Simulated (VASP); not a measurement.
Given:

```xyz
2
Lattice="0.0000 2.6203 2.6203 2.6203 0.0000 2.6203 2.6203 2.6203 0.0000" Properties=species:S:1:pos:R:3 pbc="T T T"
Li     0.0000     0.0000     0.0000
Cl     2.6203     2.6203     2.6203
```

Calculation: revPBE GGA, VASP's PBE PAW potentials (set 64) (plane waves; VASP). Numerical set-up: 520 eV cut-off, 8×8×8 Γ-centred mesh, Gaussian smearing of 0.050 eV, potentials Li_sv Cl.

Problem. What does the run give for the energy per atom (σ→0), band gap (on the k-mesh) with the smallest direct gap where there is one?

Solution. 
| Quantity | Result |
|---|---|
| band gap (on the k-mesh) | 6.20 eV |
| smallest direct gap (on the k-mesh) | 6.20 eV |
| energy per atom (σ→0) | -3.512 eV/atom |

Only differences to runs with the same potentials and settings are physical.

The compound is LiCl in the rock salt structure. It was relaxed first, which changed the volume by +6 %. The start is the result of an earlier pass.
